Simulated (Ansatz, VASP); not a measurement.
# Si2MoN4 in two plane-wave programs

One calculation is typed for both programs; each brings its own data sets. How far apart do they land? The structure shown is the start of the Ansatz relaxation below; VASP solves that cell, so the two are compared at the walk's first step.

Calculated with Ansatz 0.2.0; plane waves, with VASP 6.6.1 beside it; single point at PBE with D3(BJ).

### 1. The structure

The cell holds 14 atoms: 2 Mo, 8 N and 4 Si. Its edges and angles: a = 2.910 Å, b = 2.910 Å, c = 61.400 Å, α = 90.0°, β = 90.0°, γ = 120.0°. Vacuum lies along c.

As a file:

```xyz
14
Lattice="2.9100 0.0000 0.0000 -1.4550 2.5201 0.0000 0.0000 0.0000 61.4000" Properties=species:S:1:pos:R:3
Mo    0.0000    0.0000   25.6500
Mo    0.0000    0.0000   35.7500
N     0.0000    1.6801   26.9000
N     0.0000    1.6801   24.4000
N     1.4550    0.8400   29.1500
N     1.4550    0.8400   22.1500
N     0.0000    1.6801   37.0000
N     0.0000    1.6801   34.5000
N     1.4550    0.8400   39.2500
N     1.4550    0.8400   32.2500
Si    0.0000    1.6801   28.6500
Si    0.0000    1.6801   22.6500
Si    0.0000    1.6801   38.7500
Si    0.0000    1.6801   32.7500
```

### 2. Ansatz: relaxation, PBE with D3(BJ)

Ansatz runs on its PAW soft_1 files.

The two programs are compared at the cell with which this relaxation starts, whose forces are those of its first step.

Contents of input.yaml:

```yaml
crystal:
  lattice:
    - [2.91, 0.0, 0.0]
    - [-1.455, 2.520133925, 0.0]
    - [0.0, 0.0, 61.4]
  atoms:
    - { symbol: Mo, position: [0.0, 0.0, 0.417752443] }
    - { symbol: "N", position: [0.3333333333, 0.6666666667, 0.4381107492] }
    - { symbol: "N", position: [0.3333333333, 0.6666666667, 0.3973941368] }
    - { symbol: Si, position: [0.3333333333, 0.6666666667, 0.4666123779] }
    - { symbol: Si, position: [0.3333333333, 0.6666666667, 0.3688925081] }
    - { symbol: "N", position: [0.6666666667, 0.3333333333, 0.4747557003] }
    - { symbol: "N", position: [0.6666666667, 0.3333333333, 0.3607491857] }
    - { symbol: Mo, position: [0.0, 0.0, 0.582247557] }
    - { symbol: "N", position: [0.3333333333, 0.6666666667, 0.6026058632] }
    - { symbol: "N", position: [0.3333333333, 0.6666666667, 0.5618892508] }
    - { symbol: Si, position: [0.3333333333, 0.6666666667, 0.6311074919] }
    - { symbol: Si, position: [0.3333333333, 0.6666666667, 0.5333876221] }
    - { symbol: "N", position: [0.6666666667, 0.3333333333, 0.6392508143] }
    - { symbol: "N", position: [0.6666666667, 0.3333333333, 0.5252442997] }
  periodic: [true, true, false]
kpoints:
  mp_grid: { grid: [9, 9, 1] }
hamiltonian:
  xc: pbe
  dispersion: d3bj
  pseudopotentials: { kind: paw, azcp: { folder: soft_1 } }
scf:
  occupations: { method: fermi_dirac, width: 0.02 }
relax:
  f_tol: 0.01
  max_steps: 100
  cell: {}
output:
  write_density: true
  write_potential: true
  elf: true
  volumetric_format: npy
```

Launch:

```
ansatz run input.yaml --threads 8 --pin off --max-ram 17510MiB --backend cpu --events-out ev --progress --plain --runs-dir out
```

Numbers of over 12 decimals in the logs are rounded to 6 here.

Output:

```text
Engine: ansatz 0.2.0, aarch64-unknown-linux-gnu
Pseudopotentials: kind: paw
Pseudopotential: Mo, paw, valence charge 14, recommended cutoff 420 eV (normal), soft_1/Mo.paw.azcp
Pseudopotential: N, paw, valence charge 5, recommended cutoff 420 eV (normal), soft_1/N.paw.azcp
Pseudopotential: Si, paw, valence charge 4, recommended cutoff 420 eV (normal), soft_1/Si.paw.azcp
Functional definition: PBE
  parameter kappa = 0.804
  parameter beta = 0.066725
  exchange = pbe_x(kappa = kappa, mu = beta*pi^2/3)
  correlation = pbe_c(beta = beta)
Crystal: 14 atoms, lattice volume = 450.282 Å³
Basis set: ecut = 420 eV, 8761 PW (Γ), exchange–correlation on 40×40×864 points (8 copies of the dense FFT grid, shifted against one another)
Bands: 56, of which v1, the nominal top of the filled ones, is band 42 counted from 1 (41 counted from 0)
Symmetry: 12 space group operations
Space group: P-6m2 (ITA 187), of the structure as read, at distance tolerance 7.7e-5 Å
k-points: 12 of 81 (time reversal used)
Non-local potential: Mo, projectors of the file, l = 0: 3, l = 1: 2, l = 2: 2, l = 3: 1
Non-local potential: N, projectors of the file, l = 0: 2, l = 1: 2, l = 2: 1
Non-local potential: Si, projectors of the file, l = 0: 2, l = 1: 2, l = 2: 1
PAW form: soft (Blöchl's): semilocal exchange-correlation on the pseudo side does not see the compensation charge
PAW one-centre angular grid: Mo, 590 points (default); XC on 64 Gauss nodes
PAW one-centre angular grid: N, 110 points (default); XC on 64 Gauss nodes
PAW one-centre angular grid: Si, 110 points (default); XC on 64 Gauss nodes
Initial density: superposition of atomic densities (neutral atoms: chi_scale 0, normalization atom)
Initial wavefunctions: pseudopotential atomic-orbital guess
Functional: x = pbe(κ = 0.804, μ = 0.219515), c = pbe(β = 0.066725)
SCF iter   1: F=—  HF=-15563.510789 eV  |F-HF|=—  |Δ(HF+E_count)|=         —  Δρ=1.17e-1  dr2=7.36e1  ethr=3.10e-3  ⟨swp⟩=14.0  Hψ=5319  notcnv=0  defer=10
preconditioner: auto → Resta (q_TF=auto, 2.062 Å⁻¹)  ε∞=2.1  [insulator: Δε(μ)=1.901 eV  Ē_g=13.568 eV  σ=0.020 eV  W_gap=1.00  n_scr=40 (ndim 8)  ℏωp=14.4 eV  f_vac=0.661  D(μ)=0.00/eV (n_scr^D=0)  ε∞_Penn≈2.1  vacuum switching on, ρ_ref=1.3e-2 e/Å³]
SCF iter   2: F=—  HF=-15549.099362 eV  |F-HF|=—  |Δ(HF+E_count)|=    1.44e1  Δρ=7.22e-2  dr2=3.63e1  ethr=3.10e-3  ⟨swp⟩=6.4  Hψ=2568  notcnv=0  defer=80
SCF iter   3: F=—  HF=-15544.618109 eV  |F-HF|=—  |Δ(HF+E_count)|=    4.48e0  Δρ=2.59e-2  dr2=3.50e0  ethr=3.10e-3  ⟨swp⟩=5.1  Hψ=1825  notcnv=0  defer=87
SCF iter   4: F=—  HF=-15544.019223 eV  |F-HF|=—  |Δ(HF+E_count)|=   5.99e-1  Δρ=1.15e-2  dr2=3.61e-1  ethr=3.10e-3  ⟨swp⟩=2.7  Hψ=1092  notcnv=0  defer=88
SCF iter   5: F=—  HF=-15544.063032 eV  |F-HF|=—  |Δ(HF+E_count)|=   4.38e-2  Δρ=5.17e-3  dr2=1.67e-1  ethr=4.30e-4  ⟨swp⟩=3.3  Hψ=1440  notcnv=0  defer=88
SCF iter   6: F=—  HF=-15544.036173 eV  |F-HF|=—  |Δ(HF+E_count)|=   2.69e-2  Δρ=2.03e-3  dr2=2.69e-2  ethr=1.99e-4  ⟨swp⟩=2.8  Hψ=1197  notcnv=0  defer=88
SCF iter   7: F=—  HF=-15544.039682 eV  |F-HF|=—  |Δ(HF+E_count)|=   3.51e-3  Δρ=1.36e-3  dr2=4.32e-2  ethr=3.20e-5  ⟨swp⟩=4.4  Hψ=1543  notcnv=0  defer=88
SCF iter   8: F=—  HF=-15544.034891 eV  |F-HF|=—  |Δ(HF+E_count)|=   4.79e-3  Δρ=2.99e-4  dr2=5.17e-4  ethr=3.20e-5  ⟨swp⟩=3.8  Hψ=981  notcnv=0  defer=88
SCF iter   9: F=—  HF=-15544.035147 eV  |F-HF|=—  |Δ(HF+E_count)|=   2.56e-4  Δρ=2.31e-4  dr2=3.45e-4  ethr=6.15e-7  ⟨swp⟩=3.4  Hψ=1490  notcnv=0  defer=88
SCF iter  10: F=—  HF=-15544.035098 eV  |F-HF|=—  |Δ(HF+E_count)|=   4.90e-5  Δρ=9.71e-5  dr2=7.55e-5  ethr=4.11e-7  ⟨swp⟩=3.0  Hψ=1074  notcnv=0  defer=88
SCF iter  11: F=—  HF=-15544.035160 eV  |F-HF|=—  |Δ(HF+E_count)|=   6.20e-5  Δρ=4.36e-5  dr2=8.53e-6  ethr=8.99e-8  ⟨swp⟩=3.5  Hψ=1290  notcnv=0  defer=88
SCF iter  12: F=—  HF=-15544.035159 eV  |F-HF|=—  |Δ(HF+E_count)|=   8.43e-7  Δρ=1.48e-5  dr2=1.13e-6  ethr=1.01e-8  ⟨swp⟩=3.2  Hψ=1404  notcnv=0  defer=88
SCF iter  13: F=-15544.035159 eV  HF=-15544.035159 eV  |F-HF|=2.27e-8  |Δ(HF+E_count)|=   8.11e-8  Δρ=3.68e-6  dr2=4.96e-8  ethr=1.19e-10  ⟨swp⟩=14.5  Hψ=7838  notcnv=0
SCF 1 converged in 13 iterations: F = -15544.035159 eV  dr2 = 4.96e-8
  greatest PAW one-centre occupation: 0.999 electrons in one spin orbital (limit 2), on the Mo atom at site 0 (counted from 0), in its partial waves of l = 0
relax step   1: F+E_penalty+E_count = -15544.03515926 eV  Δ(F+E_penalty+E_count) = +0.000e0 eV  max|allowed force component| = 3.681e-1 eV/Å  Δτ_max = 0.0000 Å  P = -9.003 N/m  Ω = 450.282 Å³  fix = [c, alpha, beta]  reactions: c +0.000 N/m  (13 SCF iters, dr2 threshold 1.00e-7 eV, accepted)
Crystal: 14 atoms, lattice volume = 446.767 Å³
Basis set: ecut = 420 eV, 8689 PW (Γ), exchange–correlation on 40×40×864 points (8 copies of the dense FFT grid, shifted against one another)
Initial density: handed on by an earlier stage of this run
[...]
basis re-selected at this cell: Δ(F+E_penalty+E_count) = +2.541e-3 eV, ΔP = -0.079 N/m vs the last step (what re-selecting the basis moved, of the pressure what is left beyond the Pulay correction that the steps carried, after the strain that the cell walked since its last selection, with what the two solves' SCF thresholds leave and, on support functions, any second-order correction that the steps lacked; it is no m [...]
WARN: The output density's exchange-correlation potential varies sharply where the density is thin. Do not read a vacuum level from v_tot or v_xc, or from such a field of the output density. On a cell that repeats whose density bears no net charge and no dipole along the vacuum's axis use v_es (v_loc + v_h of the components); under efield.dipole_correction with no amplitude use v_es + v_field, which holds any externa [...]
SCF converged after 8 iterations
Free energy (F): -15544.091196 eV
Harris-Foulkes:  -15544.091196 eV  (|F-HF|=2.35e-10)
Internal energy: -15544.091196 eV  (E = F + TS)
E sigma→0 (E₀):  -15544.091196 eV
Fermi energy:    -4.485488 eV
--- Per-component energies (eV) ---
  E_band       = -1629.436835
  E_kinetic    = 2075.197916
  E_local      = -784004.003184  (includes V_loc(G=0)·N_el)
  E_nonlocal   = 656.476216
  E_hartree    = 390688.674863
  E_xc         = -1064.054045
  E_vxc        = -1246.990472  (∫ρ·V_xc dr)
  E_paw        = -9494.508364  (= ΣΔE_a)
  E_vpaw       = -487.474398  (= ΣTr[D̂ρ^β])
  E_aug_tail   = 0.007240  (compensation charges beyond the density's cutoff)
  E_ewald      = 385602.024257
  E_disp       = -3.906096  (pairwise vdW)
  E_smearing   = -0.000000  (= −TS)
  E_closure    = -0.000000  (closes the sum)
  Σ components = -15544.091196   (vs F -15544.091196, Δ=0.00e0)
--- Forces (eV/Å), atoms counted from 1 ---
  atom   1  Mo     0.00000000    -0.00000000     0.00172504
  atom   2  N     -0.00000000    -0.00000000    -0.00811976
  atom   3  N      0.00000000    -0.00000000     0.00990663
  atom   4  Si     0.00000000    -0.00000000     0.00414953
  atom   5  Si     0.00000000    -0.00000000    -0.00445919
  atom   6  N      0.00000000     0.00000000    -0.00028031
  atom   7  N     -0.00000000     0.00000000    -0.00009191
  atom   8  Mo    -0.00000000    -0.00000000    -0.00172504
  atom   9  N      0.00000000    -0.00000000    -0.00990663
  atom  10  N      0.00000000    -0.00000000     0.00811976
  atom  11  Si     0.00000000    -0.00000000     0.00445919
  atom  12  Si     0.00000000    -0.00000000    -0.00414953
  atom  13  N      0.00000000     0.00000000     0.00009191
  atom  14  N      0.00000000     0.00000000     0.00028031
  max |Σ_I F_I| component: 7.03e-16 eV/Å
--- 2D stress c σ (N/m, compression-positive) ---
       -0.043906       0.000000       0.000000
        0.000000      -0.043906       0.000000
        0.000000       0.000000       0.000000
  P = ½ c Tr σ = -0.0439 N/m
--- Band table (eV; the first three rows and the last of 12) ---
  k-point 0: bands = [... 38 lower, -7.8420, -7.5479, -5.4105, -5.3481, -2.5639, -2.5639, -2.5636, -2.5636, ... 10 higher]
  k-point 1: bands = [... 38 lower, -7.5777, -7.4202, -5.6466, -5.6190, -2.7593, -2.6998, -2.6049, -2.6046, ... 10 higher]
  k-point 2: bands = [... 38 lower, -7.7140, -7.5300, -6.3496, -6.3407, -2.6739, -2.6558, -2.6552, -2.6082, ... 10 higher]
  k-point 11: bands = [... 38 lower, -7.6625, -7.4936, -5.7117, -5.6883, -3.5961, -3.5960, -1.3032, -1.2688, ... 10 higher]
  ° read free of the cell's end (the report's vacuum.weakly_bound_levels)
--- Relaxed structure (6 steps of the walk, 5 accepted, 1 SCFs on fresh bases) ---
  F+E_penalty+E_count = -15544.09119576 eV   max|allowed force component| = 9.907e-3 eV/Å   (the final SCF, on the basis selected at the relaxed cell)
  cell:  # Å, volume = 445.0412 Å³
    - [2.893014, 0, 0.0]
    - [-1.446507, 2.505424, 0.0]
    - [0.0, 0.0, 61.4]
  atoms:
    - { symbol: Mo, position: [-4.7580986768957165e-17, -5.286776307823466e-17, 0.415583] }
    - { symbol: N, position: [0.333333, 0.666667, 0.435831] }
    - { symbol: N, position: [0.333333, 0.666667, 0.395329] }
    - { symbol: Si, position: [0.333333, 0.666667, 0.464155] }
    - { symbol: Si, position: [0.333333, 0.666667, 0.366995] }
    - { symbol: N, position: [0.666667, 0.333333, 0.472448] }
    - { symbol: N, position: [0.666667, 0.333333, 0.358672] }
    - { symbol: Mo, position: [-4.7580986768957165e-17, -5.286776307823466e-17, 0.584417] }
    - { symbol: N, position: [0.333333, 0.666667, 0.604671] }
    - { symbol: N, position: [0.333333, 0.666667, 0.564169] }
    - { symbol: Si, position: [0.333333, 0.666667, 0.633005] }
    - { symbol: Si, position: [0.333333, 0.666667, 0.535845] }
    - { symbol: N, position: [0.666667, 0.333333, 0.641328] }
    - { symbol: N, position: [0.666667, 0.333333, 0.527552] }
```

(Continued in part 2 of 3.)

[Lines on the potential files, build, host, timing and source positions are cut from VASP's logs without a mark.]

[Logs are printed without paths, hosts, clocks, repeated set-up lines and the standing remarks that a program may print on its own settings, such as how far it seeks lower states.]

[Hosts, paths, dates, database ids (printed as entryN), source tags and the programs' standing remarks are cut or masked in the printed files.]
